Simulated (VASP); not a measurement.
# SbAs2 (R-3m) in VASP: reference runs

Aim: a first look at SbAs2 with PBE, on the cell as given.

All numbers are computed with VASP 6.6.1; they aren't measurements. Logs are shortened: lines on timing, memory, paths and dates and some standing lists are left out, and cuts for length are marked.

## Step 1: The crystal as given

The structure is trigonal, space group R-3m (No. 166). The conventional cell has a = 4.416 Å, b = 4.416 Å, c = 13.204 Å, α = 90.00°, β = 90.00°, γ = 120.00°. Sb (site symmetry -3m) has 6 As at 2.63 Å as nearest neighbours. As (site symmetry 3m) is surrounded by 3 Sb at 2.63 Å and 3 As at 2.86 Å.

The cell was built by a generator and needn't be a form met in nature.

## Step 2: Single point, PBE

The input, INCAR:

```
SYSTEM = SbAs2
ALGO = Normal
EDIFF = 1E-7
ENCUT = 520
GGA = PE
ISIF = 2
ISMEAR = -1
LASPH = .True.
LCHARG = .False.
LREAL = .False.
LWAVE = .False.
NBANDS = 14
NELM = 60
PREC = Accurate
SIGMA = 0.05
```

The input, KPOINTS:

```
k-points
0
Gamma
  7 7 7
  0 0 0
```

The input, POSCAR:

```
SbAs2
1.0
    2.2079819900      1.2747789900      4.4011855000
   -2.2079819900      1.2747789900      4.4011855000
    0.0000000000     -2.5495579900      4.4011855000
Sb As
1 2
Direct
    0.0000000000      0.0000000000      0.0000000000
    0.7160461300      0.7160461300      0.7160461300
    0.2839538700      0.2839538700      0.2839538700
```

Potentials or basis: VASP PAW PBE potentials, release 64 (Sb, As).

On the command line:

```bash
cat potpaw_PBE.64/Sb/POTCAR potpaw_PBE.64/As/POTCAR > POTCAR
mpirun -np 1 vasp_std > vasp.out
```

OUTCAR:

```text
SYSTEM = SbAs2
   EDIFF = 1E-7
   ENCUT = 520
   GGA = PE
   ISIF = 2
   ISMEAR = -1
   LASPH = .True.
   LREAL = .False.
   NELM = 60
   PREC = Accurate

 ion  position               nearest neighbor table
   1  0.000  0.000  0.000-   2 2.63   3 2.63   2 2.63   2 2.63   3 2.63   3 2.63
   2  0.716  0.716  0.716-   1 2.63   1 2.63   1 2.63   3 2.86   3 2.86   3 2.86
   3  0.284  0.284  0.284-   1 2.63   1 2.63   1 2.63   2 2.86   2 2.86   2 2.86

  LATTYP: Found a trigonal (rhomboedric) cell.
 ALAT       =     5.0863228119
 COS(alpha) =     0.6231112197

  Lattice vectors:

 A1 = (   2.2079819900,   1.2747789900,   4.4011855000)
 A2 = (  -2.2079819900,   1.2747789900,   4.4011855000)
 A3 = (   0.0000000000,  -2.5495579900,   4.4011855000)

Analysis of symmetry for initial positions (statically):
=====================================================================
 Subroutine PRICEL returns:
 Original cell was already a primitive cell.

 Routine SETGRP: Setting up the symmetry group for a
 trigonal (rhombohedral) supercell.

 Subroutine GETGRP returns: Found 12 space group operations
 (whereof 12 operations were pure point group operations)
 out of a pool of 12 trial point group operations.

The static configuration has the point symmetry D_3d.

Analysis of symmetry for dynamics (positions and initial velocities):
=====================================================================
 Subroutine PRICEL returns:
 Original cell was already a primitive cell.

 Routine SETGRP: Setting up the symmetry group for a
 trigonal (rhombohedral) supercell.

 Subroutine GETGRP returns: Found 12 space group operations
 (whereof 12 operations were pure point group operations)
 out of a pool of 12 trial point group operations.

The dynamic configuration has the point symmetry D_3d.

 Subroutine INISYM returns: Found 12 space group operations
 (whereof 12 operations are pure point group operations),
 and found     1 'primitive' translations

----------------------------------------------------------------------------------------

                                     Primitive cell

  volume of cell :      74.3278

  direct lattice vectors                    reciprocal lattice vectors
     2.207981990  1.274778990  4.401185500     0.226451122  0.130741617  0.075737170
    -2.207981990  1.274778990  4.401185500    -0.226451122  0.130741617  0.075737170
     0.000000000 -2.549557990  4.401185500     0.000000000 -0.261483234  0.075737170

  length of vectors
     5.086322812  5.086322812  5.086322812     0.272230785  0.272230785  0.272230785

  position of ions in fractional coordinates (direct lattice)
     0.000000000  0.000000000  0.000000000
     0.716046130  0.716046130  0.716046130
     0.283953870  0.283953870  0.283953870

  ion indices of the primitive-cell ions
   primitive index   ion index
                 1           1
                 2           2
                 3           3

----------------------------------------------------------------------------------------

 KPOINTS: k-points

Automatic generation of k-mesh.
 Grid dimensions read from file:
 generate k-points for:    7    7    7

 Generating k-lattice:

  Cartesian coordinates                     Fractional coordinates (reciprocal lattice)
     0.032350160  0.018677374  0.010819596     0.142857143  0.000000000  0.000000000
    -0.032350160  0.018677374  0.010819596     0.000000000  0.142857143  0.000000000
     0.000000000 -0.037354748  0.010819596    -0.000000000 -0.000000000  0.142857143

  Length of vectors
     0.038890112  0.038890112  0.038890112

  Shift w.r.t. Gamma in fractional coordinates (k-lattice)
     0.000000000  0.000000000  0.000000000

 Subroutine IBZKPT returns following result:
 ===========================================

 Found     44 irreducible k-points:

 Following reciprocal coordinates:
            Coordinates               Weight
  0.000000  0.000000  0.000000      1.000000
  0.142857  0.000000  0.000000      6.000000
  0.285714  0.000000 -0.000000      6.000000
  0.428571  0.000000  0.000000      6.000000
  0.142857  0.142857  0.000000      6.000000
  0.285714  0.142857  0.000000     12.000000
[... 16 lines left out ...]
  0.285714  0.285714  0.142857      6.000000
  0.428571  0.285714  0.142857     12.000000
 [... further k-points ...]
   k-points           NKPTS =     44   k-points in BZ     NKDIM =     44   number of bands    NBANDS=     14
   number of dos      NEDOS =    301   number of ions     NIONS =      3
   total plane-waves  NPLWV =  64000
   dimension x,y,z NGX =    40 NGY =   40 NGZ =   40
   dimension x,y,z NGXF=    80 NGYF=   80 NGZF=   80
   ions per type =               1   2
   NGX,Y,Z   is equivalent  to a cutoff of  13.07, 13.07, 13.07 a.u.
   NGXF,Y,Z  is equivalent  to a cutoff of  26.15, 26.15, 26.15 a.u.
 SYSTEM =  SbAs2
   PREC   = accura    normal or accurate (medium, high low for compatibility)
   ISTART =      0    job   : 0-new  1-cont  2-samecut
   ICHARG =      2    charge: 1-file 2-atom 10-const
   ISPIN  =      1    spin polarized calculation?
   LNONCOLLINEAR =      F non collinear calculations
   LSORBIT =      F    spin-orbit coupling
   LASPH  =      T    aspherical Exc in radial PAW
   ENCUT  =  520.0 eV  38.22 Ry    6.18 a.u.   9.46  9.46  9.46*2*pi/ulx,y,z
   NELM   =     60;   NELMIN=  2; NELMDL= -5     # of ELM steps
   EDIFF  = 0.1E-06   stopping-criterion for ELM
   LREAL  =      F    real-space projection
   EDIFFG = 0.1E-05   stopping-criterion for IOM
   NSW    =      0    number of steps for IOM
   IBRION =     -1    ionic relax: 0-MD 1-quasi-New 2-CG
   NFREE  =      0    steps in history (QN), initial steepest desc. (CG)
   ISIF   =      2    stress and relaxation
   ISYM   =      2    0-nonsym 1-usesym 2-fastsym
   POTIM  = 0.5000    time-step for ionic-motion
   TEBEG  =    0.0;   TEEND  =   0.0 temperature during run
   PSTRESS=    0.0 pullay stress
   NELECT =      15.0000    total number of electrons
   NUPDOWN=      -1.0000    fix difference up-down
   EMIN   =  10.00;   EMAX   =-10.00  energy-range for DOS
   EFERMI =   0.00;   METHOD = LEGACY
   ISMEAR =    -1;   SIGMA  =   0.05  broadening in eV -4-tet -1-fermi 0-gaus
   EFERMI_NEDOS =   21; number of points for ismear=-14 and -15
   IALGO  =     38    algorithm
   IMIX   =      4    mixing-type and parameters
     AMIX     =   0.40;   BMIX     =  1.00
     AMIX_MAG =   1.60;   BMIX_MAG =  1.00
  volume/ion in A,a.u.               =      24.78       167.20
  Fermi-wavevector in a.u.,A,eV,Ry     =   0.960258  1.814625 12.545882  0.922096
  Thomas-Fermi vector in A             =   2.089527
   LORBIT       =      0    0 simple, 1 ext, 2 COOP (PROOUT), +10 PAW based schemes
   GGA     = PE    functional components
   LHFCALC =     F    Hartree Fock is set to
   AEXX    =    0.0000 exact exchange contribution
   IVDW    =     0    specifies the selected vdW correction
   LEPSILON=     F    determine dielectric tensor
   LRPA    =     F    only Hartree local field effects (RPA)
 non-spin polarized calculation
  energy-cutoff  :      520.00
  volume of cell :       74.33
 maximum number of plane-waves:      2016
 NGX is ok and might be reduce to    40
   NGX = 19   NGY = 19   NGZ = 19

 number of electron      14.9999999 magnetization

 Free energy of the ion-electron system (eV)
  ---------------------------------------------------
  ext. energy  EPLUGINS =         0.00000000
  ---------------------------------------------------
  free energy    TOTEN  =       -10.79915476 eV

  energy without entropy =      -10.78312050  energy(sigma->0) =      -10.79113763

 E-fermi :   5.6334     XC(G=0):  -9.4716

 val. band max:        5.6223964586   @ k =   0.4286   0.1429   0.0000
 cond. band min:       5.6749876790   @ k =   0.2857   0.2857   0.2857
 fundamental gap:      0.0525912204
 Fermi energy:         5.6333946462

 k-point     1 :       0.0000    0.0000    0.0000
  band No.  band energies     occupation
      1      -9.2824      2.00000
      2      -3.1100      2.00000
      3       0.9779      2.00000
      4       1.9934      2.00000
      5       1.9934      2.00000
      6       2.4309      2.00000
      7       2.4309      2.00000
      8       3.5345      2.00000
      9       3.8112      2.00000
     10       7.0573      0.00000
     11       9.7195      0.00000
     12       9.7195      0.00000
     13      11.4291      0.00000
     14      11.6005      0.00000

 k-point     2 :       0.1429    0.0000    0.0000
  band No.  band energies     occupation
      1      -9.0714      2.00000
      2      -3.3677      2.00000
      3      -0.7523      2.00000
      4       0.9804      2.00000
      5       1.8954      2.00000
      6       3.2699      2.00000
      7       3.6977      2.00000
      8       4.2313      2.00000
      9       5.2024      1.99964
     10       6.4872      0.00000
     11       8.9188      0.00000
     12       9.2762      0.00000
     13      12.2600      0.00000
     14      12.5180      0.00000

 k-point     3 :       0.2857    0.0000   -0.0000
  band No.  band energies     occupation
      1      -8.4408      2.00000
      2      -4.4125      2.00000
      3      -2.0950      2.00000
      4       0.1411      2.00000
      5       1.9501      2.00000
      6       3.5120      2.00000
      7       4.9101      2.00000
      8       5.0934      1.99996
      9       6.0279      0.00075
     10       7.9214      0.00000
     11       9.0129      0.00000
     12       9.0846      0.00000
     13      12.9882      0.00000
     14      13.6739      0.00000

 k-point     4 :       0.4286    0.0000    0.0000
  band No.  band energies     occupation
      1      -7.4031      2.00000
      2      -5.9863      2.00000
      3      -2.5007      2.00000
      4      -0.2902      2.00000
      5       2.3248      2.00000
      6       3.3325      2.00000
      7       4.2482      2.00000
      8       5.8249      0.04246
      9       7.8138      0.00000
     10       8.5841      0.00000
     11       9.9462      0.00000
     12      11.1677      0.00000
     13      11.4575      0.00000
     14      12.0861      0.00000

 k-point     5 :       0.1429    0.1429    0.0000
  band No.  band energies     occupation
      1      -9.0554      2.00000
      2      -3.3942      2.00000
      3      -0.7708      2.00000
      4       0.8794      2.00000
      5       1.6791      2.00000
      6       3.7572      2.00000
      7       3.8192      2.00000
      8       3.9856      2.00000
      9       5.1532      1.99987
     10       6.5251      0.00000
     11       8.9278      0.00000
[... 276 lines left out ...]
 k-point    22 :      -0.1429    0.1429    0.1429
  band No.  band energies     occupation
      1      -8.4580      2.00000
      2      -4.3062      2.00000
      3      -2.1613      2.00000
      4       0.0571      2.00000
      5       1.8139      2.00000
      6       3.7246      2.00000
      7       4.9505      2.00000
      8       5.2843      1.99814
      9       5.8170      0.04959
     10       7.6656      0.00000
     11       8.9923      0.00000
     12       9.4811      0.00000
     13      12.8808      0.00000
     14      13.4020      0.00000

 k-point    23 :       0.2857    0.2857    0.1429
  band No.  band energies     occupation
      1      -8.9578      2.00000
      2      -3.6438      2.00000
      3      -0.9134      2.00000
      4       0.7876      2.00000
      5       1.3099      2.00000
      6       3.6038      2.00000
      7       3.8745      2.00000
      8       4.4442      2.00000
      9       5.3476      1.99344
     10       7.2435      0.00000
     11       9.4015      0.00000
     12      10.2855      0.00000
     13      12.3793      0.00000
     14      12.4309      0.00000

 k-point    24 :       0.4286    0.2857    0.1429
  band No.  band energies     occupation
      1      -8.5068      2.00000
      2      -4.1002      2.00000
      3      -2.4320      2.00000
      4       0.0881      2.00000
      5       2.1716      2.00000
      6       2.8149      2.00000
      7       4.9963      1.99999
      8       5.8293      0.03898
      9       6.3607      0.00000
     10       7.4110      0.00000
     11       9.4158      0.00000
     12      10.2543      0.00000
     13      12.7351      0.00000
     14      13.1463      0.00000

 [... further k-points ...]

------------------------ aborting loop because EDIFF is reached ----------------------------------------

  FORCE on cell =-STRESS in cart. coord.  units (eV):
  Direction    XX          YY          ZZ          XY          YZ          ZX
  --------------------------------------------------------------------------------------
  -------------------------------------------------------------------------------------
  Total       10.9103322     10.9103321      1.2602632      0.0000000     -0.0000000      0.0000000
  in kB      235.1782788    235.1782777     27.1656746      0.0000000     -0.0000000      0.0000000
  external PRESSURE =     165.8407437 kB  Pullay stress =       0.0000000 kB

 VOLUME and BASIS-vectors are now :
 -----------------------------------------------------------------------------
  energy-cutoff  :      520.00
  volume of cell :       74.33
      direct lattice vectors                 reciprocal lattice vectors
     2.207981990  1.274778990  4.401185500     0.226451122  0.130741617  0.075737170
    -2.207981990  1.274778990  4.401185500    -0.226451122  0.130741617  0.075737170
     0.000000000 -2.549557990  4.401185500     0.000000000 -0.261483234  0.075737170

 POSITION                                       TOTAL-FORCE (eV/Angst)
 -----------------------------------------------------------------------------------
      0.00000      0.00000      0.00000         0.000000     -0.000000      0.000000
      0.00000     -0.00000      9.45436         0.000000     -0.000000      1.269530
      0.00000     -0.00000      3.74920         0.000000      0.000000     -1.269530
 -----------------------------------------------------------------------------------
    total drift:                               -0.000000     -0.000000      0.000000

  FREE ENERGIE OF THE ION-ELECTRON SYSTEM (eV)
  ---------------------------------------------------
  free  energy   TOTEN  =       -10.7991547599 eV

  energy  without entropy=      -10.7831205049  energy(sigma->0) =      -10.79113763
```

It took 32 s on 1 thread of Intel Xeon 6975P-C (Granite Rapids), shared host; peak memory 0.25 GiB.

Results:

```yaml
Free_energy: -10.7992 eV
Pressure: 16.6 GPa
Largest_force: 1.270 eV/Å
Band_gap_on_the_k_mesh: none (metal or under the smearing width)
```

Forces on the atoms (eV/Å):
```
Sb   0.000  0.000  0.000
As   0.000  0.000  1.270
As   0.000  0.000 -1.270
```

Stress tensor (GPa, compression positive):
```
23.52  0.00  0.00
 0.00 23.52  0.00
 0.00  0.00  2.72
```

Caveat: so large a pressure means that the cell lies far from this level's equilibrium, or that cutoff or potentials fall short; forces of over 1 eV/Å show positions far from the minimum, so gaps and moduli don't describe the material at rest. The run has no spin-orbit coupling, so splittings on Sb are missing.
